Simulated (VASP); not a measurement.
Calculation: PBE GGA with D3 dispersion (zero damping), VASP's PBE PAW potentials (set 64) (plane waves; VASP).

Input for VASP

### POSCAR
```
SrCl2
1
    0.0000000000     3.4248317481     3.4248317481
    3.4248317481     0.0000000000     3.4248317481
    3.4248317481     3.4248317481     0.0000000000
Sr Cl
1 2
Direct
  1.0000000000   0.0000000000   1.0000000000
  0.2500000000   0.2500000000   0.2500000000
  0.7500000000   0.7500000000   0.7500000000
```

**INCAR**
```
! general
SYSTEM  = SrCl2
PREC    = Accurate
ENCUT   = 520
LREAL   = F
LASPH   = T

! electronic loop
EDIFF   = 1E-7
NELM    = 100
ALGO    = Normal
LMAXMIX = 4

! smearing
ISMEAR  = 0
SIGMA   = 0.05

! functional
GGA     = PE
IVDW    = 11

! ions
ISIF    = 2

! output
LWAVE   = F
LCHARG  = F
```

**KPOINTS**
```
Automatic mesh
0
Gamma
6 6 6
0 0 0
```

POTCAR, in this order: Sr_sv Cl (PBE.64 set). Program: vasp_std.

Output of the run:

OSZICAR:
```
       N       E                     dE             d eps       ncg     rms          rms(c)
DAV:   1     0.149690952815E+03    0.14969E+03   -0.11813E+04   512   0.136E+03
DAV:   2    -0.398550045116E+01   -0.15368E+03   -0.14903E+03   672   0.255E+02
DAV:   3    -0.126660955741E+02   -0.86806E+01   -0.86724E+01   712   0.638E+01
DAV:   4    -0.129767768813E+02   -0.31068E+00   -0.31064E+00   928   0.923E+00
DAV:   5    -0.129788774324E+02   -0.21006E-02   -0.21005E-02   704   0.758E-01    0.149E+01
DAV:   6    -0.127021124135E+02    0.27677E+00   -0.70739E-01   656   0.497E+00    0.954E+00
DAV:   7    -0.127135963041E+02   -0.11484E-01   -0.45892E-01   784   0.437E+00    0.191E+00
DAV:   8    -0.127150635363E+02   -0.14672E-02   -0.67757E-02   608   0.154E+00    0.366E-01
DAV:   9    -0.127163569147E+02   -0.12934E-02   -0.21810E-03   744   0.315E-01    0.138E-01
DAV:  10    -0.127177163666E+02   -0.13595E-02   -0.11681E-03   576   0.229E-01    0.374E-02
DAV:  11    -0.127177975356E+02   -0.81169E-04   -0.10463E-04   776   0.582E-02    0.396E-02
DAV:  12    -0.127178077758E+02   -0.10240E-04   -0.15945E-05   600   0.232E-02    0.120E-02
DAV:  13    -0.127178109570E+02   -0.31812E-05   -0.58398E-06   680   0.143E-02    0.468E-03
DAV:  14    -0.127178109023E+02    0.54656E-07   -0.21649E-07   608   0.323E-03
   1 F= -.13219876E+02 E0= -.13219876E+02  d E =-.996896E-23
```

**OUTCAR**
```
------------------------ aborting loop because EDIFF is reached ----------------------------------------
 Edisp (eV)   -0.50207
  FORCE on cell =-STRESS in cart. coord.  units (eV):
  Direction    XX          YY          ZZ          XY          YZ          ZX
  --------------------------------------------------------------------------------------
  Total       1.31592     1.31592     1.31592     0.00000    -0.00000    -0.00000
  in kB      26.24174    26.24174    26.24174     0.00000    -0.00000    -0.00000
  external pressure =       26.24 kB  Pullay stress =        0.00 kB
  volume of cell :       80.34
      direct lattice vectors                 reciprocal lattice vectors
     0.000000000  3.424831748  3.424831748    -0.145992573  0.145992573  0.145992573
     3.424831748  0.000000000  3.424831748     0.145992573 -0.145992573  0.145992573
     3.424831748  3.424831748  0.000000000     0.145992573  0.145992573 -0.145992573
 POSITION                                       TOTAL-FORCE (eV/Angst)
 -----------------------------------------------------------------------------------
      0.00000      0.00000      0.00000        -0.000000     -0.000000     -0.000000
      1.71242      1.71242      1.71242         0.000000      0.000000      0.000000
      5.13725      5.13725      5.13725        -0.000000     -0.000000     -0.000000
 -----------------------------------------------------------------------------------
    total drift:                                0.000000      0.000000      0.000000
  FREE ENERGIE OF THE ION-ELECTRON SYSTEM (eV)
  ---------------------------------------------------
  free  energy   TOTEN  =       -13.2198759914 eV

  energy  without entropy=      -13.2198759914  energy(sigma->0) =      -13.21987599
```
(Selected blocks of OUTCAR.)

The compound is SrCl2 in the fluorite structure. This cell is one point of a volume scan, at 0.94 of the reference volume.
